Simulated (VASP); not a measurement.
# KLaMg6 (Amm2) in VASP: further runs, part 2 of 2

VASP 6.6.1. Earlier steps stand in the parts before.

**3. Single point, PBEsol**

File run.py:

```python
from ase.calculators.vasp import Vasp
from ase.dft.bandgap import bandgap
from ase.io import read

atoms = read('POSCAR')
calc = Vasp(
    directory='calc',
    xc='pbesol',
    pp='PBE',
    setups='materialsproject',
    prec='Accurate',
    encut=520,
    ediff=1e-07,
    ismear=0,
    sigma=0.1,
    lreal=False,
    lasph=True,
    nelm=80,
    algo='Normal',
    isif=2,
    lwave=False,
    lcharg=False,
    kpts=[5, 5, 5],
    gamma=True,
    nbands=44,
)
atoms.calc = calc

print('energy (eV):', atoms.get_potential_energy())
print('free energy (eV):', atoms.get_potential_energy(force_consistent=True))
print('forces (eV/A):')
print(atoms.get_forces())
print('stress (eV/A^3, Voigt):', atoms.get_stress())
print('Fermi level (eV):', calc.get_fermi_level())
gap, top, bottom = bandgap(calc)
print('band gap (eV):', gap, 'from (spin, k, band)', top, 'to', bottom)
```

File POSCAR:

```
KLaMg6
1.0
    5.4210190000      0.0000000000      0.0000000000
    0.0000000000      3.5288290000      6.0173470000
    0.0000000000     -3.5288290000      6.0173470000
La K Mg
1 1 6
Direct
    0.0000000000      0.1594490000      0.1594490000
    0.5000000000      0.3500510000      0.3500510000
    0.0000000000      0.6484000000      0.6484000000
    0.0000000000      0.1421230000      0.6919650000
    0.0000000000      0.6919650000      0.1421230000
    0.5000000000      0.8343690000      0.8343690000
    0.5000000000      0.3385030000      0.8351550000
    0.5000000000      0.8351550000      0.3385030000
```

Potentials or basis: VASP PAW PBE potentials, release 64 (La, K_sv, Mg_pv).

Command:

```bash
> python run.py
```

The program printed:

```text
energy (eV): -15.43743882
free energy (eV): -15.45265271
forces (eV/A):
[[ 0.          0.         -0.02069033]
 [ 0.          0.          0.0323296 ]
 [ 0.          0.          0.02183647]
 [ 0.          0.03843964 -0.03953879]
 [ 0.         -0.03843964 -0.03953879]
 [ 0.          0.         -0.04814457]
 [ 0.         -0.05039892  0.0468732 ]
 [ 0.          0.05039892  0.0468732 ]]
stress (eV/A^3, Voigt): [ 0.0062687   0.00476209  0.00612158 -0.         -0.         -0.        ]
Fermi level (eV): 2.53075782
band gap (eV): 0.0 from (spin, k, band) (None, None, None) to (None, None, None)
```

OUTCAR:

```text
ENCUT = 520.000000
   EDIFF = 1.00e-07
   GGA = PS
   PREC = Accurate
   ISIF = 2
   ISMEAR = 0
   NELM = 80
   LASPH = .TRUE.
   LREAL = .FALSE.

 ion  position               nearest neighbor table
   1  0.000  0.159  0.159-   2 3.55   2 3.55
   2  0.500  0.350  0.350-   1 3.55   1 3.55
   3  0.000  0.648  0.648-
   4  0.000  0.142  0.692-
   5  0.000  0.692  0.142-
   6  0.500  0.834  0.834-
   7  0.500  0.339  0.835-
   8  0.500  0.835  0.339-

  LATTYP: Found a base centered orthorhombic cell.
 ALAT       =     7.0576580000
 B/A-ratio  =     1.7051965397
 C/A-ratio  =     0.7681045185

  Lattice vectors:

 A1 = (   0.0000000000,   3.5288290000,  -6.0173470000)
 A2 = (   0.0000000000,   3.5288290000,   6.0173470000)
 A3 = (   5.4210190000,   0.0000000000,   0.0000000000)

Analysis of symmetry for initial positions (statically):
=====================================================================
 Subroutine PRICEL returns:
[... 188 lines left out ...]
 fundamental gap:      0.0246027453
 Fermi energy:         2.5307578226

 k-point     1 :       0.0000    0.0000    0.0000
  band No.  band energies     occupation
      1     -40.4426      2.00000
      2     -40.4264      2.00000
      3     -40.4138      2.00000
      4     -40.0632      2.00000
      5     -40.0614      2.00000
      6     -40.0588      2.00000
[... 1117 lines left out ...]
     43       4.1067      0.00000
     44       4.1221      0.00000

 [... further k-points ...]

------------------------ aborting loop because EDIFF is reached ----------------------------------------

  FORCE on cell =-STRESS in cart. coord.  units (eV):
  Direction    XX          YY          ZZ          XY          YZ          ZX
  --------------------------------------------------------------------------------------
  -------------------------------------------------------------------------------------
  Total       -1.4431903     -1.0963377     -1.4093207      0.0000000      0.0000000      0.0000000
  in kB      -10.0435579     -7.6297152     -9.8078501      0.0000000      0.0000000      0.0000000
  external PRESSURE =      -9.1603744 kB  Pullay stress =       0.0000000 kB

 VOLUME and BASIS-vectors are now :
 -----------------------------------------------------------------------------
  energy-cutoff  :      520.00
  volume of cell :      230.22
      direct lattice vectors                 reciprocal lattice vectors
     5.421019000  0.000000000  0.000000000     0.184467164  0.000000000  0.000000000
     0.000000000  3.528829000  6.017347000     0.000000000  0.141690062  0.083093097
     0.000000000 -3.528829000  6.017347000     0.000000000 -0.141690062  0.083093097

 POSITION                                       TOTAL-FORCE (eV/Angst)
 -----------------------------------------------------------------------------------
      0.00000      0.00000      1.91892         0.000000      0.000000     -0.020690
      2.71051      0.00000      4.21276         0.000000      0.000000      0.032330
      0.00000      0.00000      7.80330         0.000000      0.000000      0.021836
      0.00000     -1.94030      5.01900         0.000000      0.038440     -0.039539
      0.00000      1.94030      5.01900         0.000000     -0.038440     -0.039539
      2.71051      0.00000     10.04138         0.000000      0.000000     -0.048145
      2.71051     -1.75260      7.06231         0.000000     -0.050399      0.046873
      2.71051      1.75260      7.06231         0.000000      0.050399      0.046873
 -----------------------------------------------------------------------------------
    total drift:                               -0.000000     -0.000000      0.000999

  FREE ENERGIE OF THE ION-ELECTRON SYSTEM (eV)
  ---------------------------------------------------
  free  energy   TOTEN  =       -15.4526527131 eV

  energy  without entropy=      -15.4222249256  energy(sigma->0) =      -15.43743882
```

INCAR:

```text
ENCUT = 520.000000
SIGMA = 0.100000
EDIFF = 1.00e-07
ALGO = Normal
GGA = PS
PREC = Accurate
ISIF = 2
ISMEAR = 0
NBANDS = 44
NELM = 80
LASPH = .TRUE.
LCHARG = .FALSE.
LWAVE = .FALSE.
LREAL = .FALSE.
```

Run time: 4.4 min. Hardware: 1 thread of Intel Xeon Platinum 8488C (Sapphire Rapids), shared host; peak memory 0.49 GiB.

What came out:

```
Free energy            : -15.4527 eV
Pressure               : -0.9 GPa
Largest force          : 0.069 eV/Å
Band gap on the k mesh : none (metal or under the smearing width)
```

Forces in eV/Å, atoms in the order of the input:
```
La   0.000  0.000 -0.021
K    0.000  0.000  0.032
Mg   0.000  0.000  0.022
Mg   0.000  0.038 -0.040
Mg   0.000 -0.038 -0.040
Mg   0.000  0.000 -0.048
Mg   0.000 -0.050  0.047
Mg   0.000  0.050  0.047
```

Stress tensor (GPa, compression positive):
```
-1.00  0.00  0.00
 0.00 -0.76  0.00
 0.00  0.00 -0.98
```

Levels at points of the mesh, in eV from the Fermi level:
```csv
k point,band 31,band 32,band 33,band 34,band 35,band 36,band 37,band 38
"(0.00, 0.00, 0.00)",-1.67,-1.10,-0.66,-0.14,0.25,0.29,0.98,1.33
```

Caveat: the PAW data sets were made with another functional, which shifts forces and pressure a little. Spin-orbit coupling is left out, which matters for the levels of La.
